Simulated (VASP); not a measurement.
All values below come from PBE GGA, VASP's PBE PAW potentials (set 64) (plane waves; VASP 6.6.1).

Input for VASP

INCAR:
```
SYSTEM = Eu
PREC = Accurate
ENCUT = 400
EDIFF = 1E-7
NELM = 100
ALGO = Normal
LREAL = .FALSE.
LASPH = .TRUE.
ISMEAR = -5
GGA = PE
LMAXMIX = 6
LWAVE = .FALSE.
LCHARG = .TRUE.
LORBIT = 11
NEDOS = 601
ISIF = 2
```

### POSCAR
```
Eu
1
   -2.2276439632     2.2276439632     2.2276439632
    2.2276439632    -2.2276439632     2.2276439632
    2.2276439632     2.2276439632    -2.2276439632
Eu
1
Direct
  0.0000000000   0.0000000000   0.0000000000
```

### KPOINTS
```
kpoints
0
Gamma
  13 13 13
0 0 0
```

POTCAR, in this order: Eu_2 (PBE.64 set). Program: vasp_std.

Output of the run:

**OUTCAR**
```
 ion  position               nearest neighbor table
   1  0.000  0.000  0.000-
  LATTYP: Found a body centered cubic cell.
 ALAT       =     4.4552879264
 Subroutine PRICEL returns:
 Original cell was already a primitive cell.
 Subroutine GETGRP returns: Found 48 space group operations
The static configuration has the point symmetry O_h .
The dynamic configuration has the point symmetry O_h .
 Subroutine INISYM returns: Found 48 space group operations
 Subroutine IBZKPT returns following result:
 Found     84 irreducible k-points:

 Following reciprocal coordinates:
            Coordinates               Weight
  0.000000  0.000000  0.000000      1.000000
  0.076923  0.000000  0.000000     12.000000
  0.153846  0.000000  0.000000     12.000000
  0.230769  0.000000  0.000000     12.000000
  0.307692  0.000000  0.000000     12.000000
  0.384615  0.000000  0.000000     12.000000
  0.461538  0.000000  0.000000     12.000000
  0.076923  0.076923  0.000000     24.000000
  0.153846  0.076923  0.000000     48.000000
  0.230769  0.076923  0.000000     48.000000
...
```

**OSZICAR**
```
       N       E                     dE             d eps       ncg     rms          rms(c)
DAV:   1     0.600513542557E+01    0.60051E+01   -0.34357E+03  1448   0.670E+02
DAV:   2    -0.174549952953E+01   -0.77506E+01   -0.76421E+01  2104   0.880E+01
DAV:   3    -0.183943946455E+01   -0.93940E-01   -0.93312E-01  1664   0.716E+00
DAV:   4    -0.184075270682E+01   -0.13132E-02   -0.13050E-02  2320   0.123E+00
DAV:   5    -0.184075557056E+01   -0.28637E-05   -0.28578E-05  1704   0.383E-02    0.687E+00
DAV:   6    -0.185364870547E+01   -0.12893E-01   -0.15133E-03  2120   0.429E-01    0.409E+00
DAV:   7    -0.186115630420E+01   -0.75076E-02   -0.36457E-03  1984   0.628E-01    0.568E-02
DAV:   8    -0.186116403989E+01   -0.77357E-05   -0.11906E-04  2256   0.898E-02    0.174E-02
DAV:   9    -0.186117594416E+01   -0.11904E-04   -0.79438E-06  2120   0.234E-02    0.586E-03
DAV:  10    -0.186117852607E+01   -0.25819E-05   -0.13815E-06  2120   0.914E-03    0.155E-03
DAV:  11    -0.186117875959E+01   -0.23352E-06   -0.22367E-08  1056   0.133E-03    0.563E-04
DAV:  12    -0.186117901062E+01   -0.25103E-06   -0.43816E-09   824   0.690E-04    0.662E-05
DAV:  13    -0.186117900051E+01    0.10112E-07   -0.70058E-10   776   0.356E-04
   1 F= -.18611790E+01 E0= -.18611790E+01  d E =0.000000E+00
```

### OUTCAR
```
------------------------ aborting loop because EDIFF is reached ----------------------------------------
  FORCE on cell =-STRESS in cart. coord.  units (eV):
  Direction    XX          YY          ZZ          XY          YZ          ZX
  --------------------------------------------------------------------------------------
  Total        0.0079044      0.0079044      0.0079044     -0.0000000      0.0000000      0.0000000
  in kB        0.2864058      0.2864058      0.2864058     -0.0000000      0.0000000      0.0000000
  external PRESSURE =       0.2864058 kB  Pullay stress =       0.0000000 kB
  volume of cell :       44.22
      direct lattice vectors                 reciprocal lattice vectors
    -2.227643963  2.227643963  2.227643963     0.000000000  0.224452385  0.224452385
     2.227643963 -2.227643963  2.227643963     0.224452385  0.000000000  0.224452385
     2.227643963  2.227643963 -2.227643963     0.224452385  0.224452385  0.000000000
 POSITION                                       TOTAL-FORCE (eV/Angst)
 -----------------------------------------------------------------------------------
      0.00000      0.00000      0.00000         0.000000     -0.000000     -0.000000
 -----------------------------------------------------------------------------------
    total drift:                                0.000000     -0.000000      0.000000
  FREE ENERGIE OF THE ION-ELECTRON SYSTEM (eV)
  ---------------------------------------------------
  free  energy   TOTEN  =        -1.8611790005 eV

  energy  without entropy=       -1.8611790005  energy(sigma->0) =       -1.86117900

 total charge

# of ion       s       p       d       tot
------------------------------------------
    1        0.451   6.271   0.457   7.179
```
(Selected blocks of OUTCAR.)

File OUTCAR:
```
 val. band max:        1.7707134079   @ k =   0.3077   0.3077   0.0000

 cond. band min:       1.7168555329   @ k =  -0.4615   0.4615   0.3077


 Fermi energy:         1.7313376239

 k-point     1 :       0.0000    0.0000    0.0000
  band No.  band energies     occupation
      1     -16.9008      2.00000
      2     -16.9008      2.00000
      3     -16.9008      2.00000
      4      -2.0807      2.00000
      5       4.2676      0.00000
      6       4.2676      0.00000
      7       4.2676      0.00000
      8       5.9620      0.00000

 k-point     2 :       0.0769    0.0000    0.0000
  band No.  band energies     occupation
      1     -16.9277      2.00000
      2     -16.9092      2.00000
      3     -16.9009      2.00000
      4      -1.9465      2.00000
      5       4.1539      0.00000
      6       4.2028      0.00000
      7       4.4021      0.00000
      8       5.7798      0.00000

 k-point     3 :       0.1538    0.0000    0.0000
  band No.  band energies     occupation
      1     -17.0010      2.00000
      2     -16.9322      2.00000
      3     -16.9013      2.00000
      4      -1.5615      2.00000
      5       3.8699      0.00000
      6       3.9213      0.00000
      7       4.8002      0.00000
      8       5.5705      0.00000

 k-point     4 :       0.2308    0.0000    0.0000
  band No.  band energies     occupation
      1     -17.1017      2.00000
      2     -16.9645      2.00000
      3     -16.9017      2.00000
      4      -0.9813      2.00000
      5       3.4451      0.00000
      6       3.5269      0.00000
      7       5.4447      0.00000
      8       5.6250      0.00000

 k-point     5 :       0.3077    0.0000    0.0000
  band No.  band energies     occupation
      1     -17.2054      2.00000
      2     -16.9983      2.00000
      3     -16.9023      2.00000
      4      -0.3123      2.00000
      5       3.0232      0.00000
      6       3.2136      0.00000
      7       5.8075      0.00000
...
```

The 4f electrons are frozen in the core of the lanthanide potential, so 4f levels, which can set the real gap, and their magnetism are missing. For a metal the tetrahedron method with Blöchl corrections gives inexact stress and forces.

The compound is Eu in the bcc structure. It was relaxed first, which changed the volume by -8 %.
